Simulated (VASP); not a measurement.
```
CELL_PARAMETERS angstrom
      1.57080    -2.72071     0.00000
      1.57080     2.72071     0.00000
      0.00000     0.00000     5.15100
ATOMIC_POSITIONS crystal
  Si 0.66667 0.33333 0.50000
  Si 0.33333 0.66667 0.00000
  C  0.66667 0.33333 0.87500
  C  0.33333 0.66667 0.37500
```

The base run (VASP): PBE GGA, plane waves, VASP's PBE PAW potentials (set 64). Settings: 520 eV cut-off, 7×7×4 Γ-centred mesh, Gaussian smearing of 0.050 eV, potentials Si C.

One setting is varied; ΔE counts from the most expensive setting. The base run took about 20 core-seconds. Costs are core time on shared hosts, one run each; read them as rough ratios.

Pressures at a finite cut-off, here 520 eV, hold a Pulay part, which wasn't tested here.

```tsv
setting	cost over the base run	electronic steps	ΔE (meV/atom)	pressure (GPa)
KPOINTS 2×2×1 Γ-centred mesh	about 1/3	13	405.4	-9.11
KPOINTS 3×3×2 Γ-centred mesh	within a factor of 2	13	123.3	-8.46
KPOINTS 4×4×2 Γ-centred mesh	within a factor of 2	13	30.4	-8.94
base run	reference	13	0.8	-9.15
KPOINTS 10×10×6 Γ-centred mesh	within a factor of 2	13	0.0	-9.15
KPOINTS 11×11×6 Γ-centred mesh	within a factor of 2	13	0.0	-9.15
KPOINTS 12×12×7 Γ-centred mesh	about 2 times	13	0.0	-9.15
KPOINTS 13×13×7 Γ-centred mesh	about 2 times	13	0.0	-9.15
```

Left out are runs that failed, have no time on record or changed the cell.

The compound is SiC in the wurtzite structure, the rare 2H polytype. The cell was not relaxed at this level.
